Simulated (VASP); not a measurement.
Set up this calculation in VASP 6.6.1, as the native input.

* Task: relaxation of cell and atoms
* Functional: r2SCAN
* Dispersion: rVV10
* Potentials or basis: VASP PAW PBE potentials, release 64 (Mo_sv)
* Cutoff: 600 eV
* k mesh: 16 × 16 × 16
* Occupations: methfessel-paxton, width 0.1 eV
* Spin: no spin polarisation
* Further INCAR settings: ALGO = Normal; EDIFF = 1e-07; IBRION = 2; EDIFFG = -0.005; NSW = 90; ISIF = 3

The structure of Mo lies in POSCAR:

```
Mo                                      
1.0
   -1.5737888323      1.5737888323      1.5737888323
    1.5737888323     -1.5737888323      1.5737888323
    1.5737888323      1.5737888323     -1.5737888323
  Mo            
     1
Direct
     0.0000000000000000    0.0000000000000000    0.0000000000000000
```

These files were run (other wordings do the same):

INCAR

```
PREC     = Accurate       # precision mode
ENCUT    = 600            # plane-wave cutoff, eV
EDIFF    = 1E-7           # SCF threshold, eV
ISMEAR   = 1              # smearing method
SIGMA    = 0.1            # smearing width, eV
LREAL    = False          # projectors in reciprocal space
LASPH    = True           # aspherical terms in the spheres
NELM     = 80             # most SCF steps
ALGO     = Normal         # electronic algorithm
ISIF     = 3              # what is computed and relaxed
LWAVE    = False          # write WAVECAR
LCHARG   = False          # write CHGCAR
METAGGA  = R2SCAN         # meta-GGA
LMIXTAU  = True         
LUSE_VDW = True         
IVDW_NL  = 2            
BPARAM   = 11.95        
CPARAM   = 0.0093       
IBRION   = 2              # ionic algorithm
NSW      = 90             # ionic steps
EDIFFG   = -0.005         # ionic threshold
```

KPOINTS

```
regular mesh
0
Gamma
  16 16 16
```

Potentials or basis: VASP PAW PBE potentials, release 64 (Mo_sv).

Launch:

```bash
$ cat potpaw_PBE.64/Mo_sv/POTCAR > POTCAR
$ mpirun -np 1 vasp_std > vasp.out
```

It gave:

- Pressure after relaxing: 0.0 GPa
- Band gap on the k mesh: none (metal or under the smearing width)

Caveat: the relaxation stopped at its first step, so nothing moved; the PAW data sets were made with another functional, which shifts forces and pressure a little.

Run time: 93 s on 1 thread of AMD EPYC 9R45 96-Core Processor (Zen 5), on a shared host, peak memory 0.21 GiB.
